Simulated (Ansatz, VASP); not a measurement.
BiB in VASP and in Ansatz

Contents of INCAR:

```
SYSTEM = BiB
  PREC = Accurate
  ENCUT = 520
  EDIFF = 1E-7
  ISMEAR = -1
  SIGMA = 0.02
  LREAL = .False.
  LASPH = .True.
  NELM = 150
  ALGO = Normal
  ISIF = 2
  LWAVE = .False.
  LCHARG = .True.
  MAGMOM = 0 0 0 0 0 0
  LORBIT = 11
  LSORBIT = .True.
  GGA_COMPAT = .False.
  LORBMOM = .True.
  GGA = PE
  LVHAR = .True.
  NBANDS = 30
```

The input KPOINTS:

```
Automatic mesh
0
Gamma
  8 8 8
  0 0 0
```

The input POSCAR:

```
BiB
1.0
    0.0000000000      2.7448736709      2.7448736709
    2.7448736709      0.0000000000      2.7448736709
    2.7448736709      2.7448736709      0.0000000000
B Bi
1 1
Direct
    0.0000000000      0.0000000000      0.0000000000
    0.2500000000      0.2500000000      0.2500000000
```

Input for Ansatz:

```yaml
crystal:
  lattice:
    - [0.0, 2.7448736709, 2.7448736709]
    - [2.7448736709, 0.0, 2.7448736709]
    - [2.7448736709, 2.7448736709, 0.0]
  atoms:
    - { symbol: B, position: [0.0, 0.0, 0.0] }
    - { symbol: Bi, position: [0.25, 0.25, 0.25] }
kpoints:
  mp_grid: { grid: [8, 8, 8] }
  band_path:
    path:
      - [0.0, 0.0, 0.0]
      - [-0.5, -0.5, 0.0]
      - [-0.375, -0.375, 0.25]
      - [-0.375, 0.0, 0.375]
      - [0.0, 0.0, 0.5]
      - [-0.5, -0.25, 0.25]
    npoints: 1
hamiltonian:
  xc: pbe
scf:
  occupations: { method: fermi_dirac, width: 0.02 }
  n_extra_bands: 8
magnetization:
  noncollinear: true
  spin_orbit: true
output:
  forces: true
  stress: true
  eigenvalues: true
  write_density: true
  write_potential: true
  elf: true
  volumetric_format: npy
```

Alike in both runs: task single point; functional PBE; k mesh 8 × 8 × 8; occupations fermi-dirac, width 0.02 eV; non-collinear spin, spin-orbit coupling.

|  | VASP | Ansatz |
| --- | --- | --- |
| version | VASP 6.6.1 | Ansatz 0.2.0 |
| potentials or method | VASP PAW PBE potentials, release 64 (B, Bi_d) | plane waves, PAW |
| plane-wave cutoff (eV) | 520 | 420 |
| valence electrons in the cell | 18 | 18 |

|  | VASP | Ansatz | Ansatz less VASP |
| --- | --- | --- | --- |
| pressure (GPa) | 1.4 | 1.3 | -0.13 |
| net moment per atom (μB) | 0.00 | 0.00 | 0.000 |
